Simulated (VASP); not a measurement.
Runs of VASP 6.6.1 on WSe2. Symmetry: P6_3/mmc, No. 194, hexagonal system. Conventional cell: a = 3.290 Å, b = 3.290 Å, c = 12.970 Å, α = 90.00°, β = 90.00°, γ = 120.00°. W (site symmetry -6m2) has 6 Se at 2.53 Å as nearest neighbours. Se (site symmetry 3m) is surrounded by 3 W at 2.53 Å. 

```tsv
task	cell	gap on the mesh (eV)	pressure (GPa)	largest force (eV/Å)
relaxation of shape and atoms at fixed volume	atoms relaxed at fixed volume from: a relaxed cell with its volume scaled by 0.94	0.91	2.6	-
relaxation of cell and atoms	relaxed	1.13	0.0	-
relaxation of shape and atoms at fixed volume	atoms relaxed at fixed volume	1.13	0.0	-
relaxation of shape and atoms at fixed volume	atoms relaxed at fixed volume from: a relaxed cell with its volume scaled by 0.98	(b)	0.7	0.01
relaxation of shape and atoms at fixed volume	atoms relaxed at fixed volume from: a relaxed cell with its volume scaled by 0.96	0.98	1.4	0.01
relaxation of shape and atoms at fixed volume	atoms relaxed at fixed volume from: a relaxed cell with its volume scaled by 1.04	1.29	-0.5	0.01
relaxation of shape and atoms at fixed volume	atoms relaxed at fixed volume from: a relaxed cell with its volume scaled by 1.06	(a)	-0.6	-
relaxation of shape and atoms at fixed volume	atoms relaxed at fixed volume from: a relaxed cell with its volume scaled by 1.02	1.21	-0.3	0.01
```

Alike in all rows: level PBEsol; potentials or basis VASP PAW PBE potentials, release 64 (W_sv, Se); no spin polarisation; k mesh 9 × 9 × 2; cutoff (eV) 600; smearing gaussian 0.03 eV.

Q: Fill in the values left out.

A: (a) 1.37; (b) 1.06.

Caveats: the PAW data sets were made with another functional, which shifts forces and pressure a little; spin-orbit coupling is left out, which moves the levels of the heavy elements; an odd mesh through Γ misses points on the zone boundary, where band edges often lie; this functional lacks dispersion, which binds the layers, so the pressure and a relaxed spacing across them are unreliable; the relaxation stopped at its first step, so nothing moved (some runs).

A k mesh can miss the band edges, and the runs leave out spin-orbit coupling on Se, W.
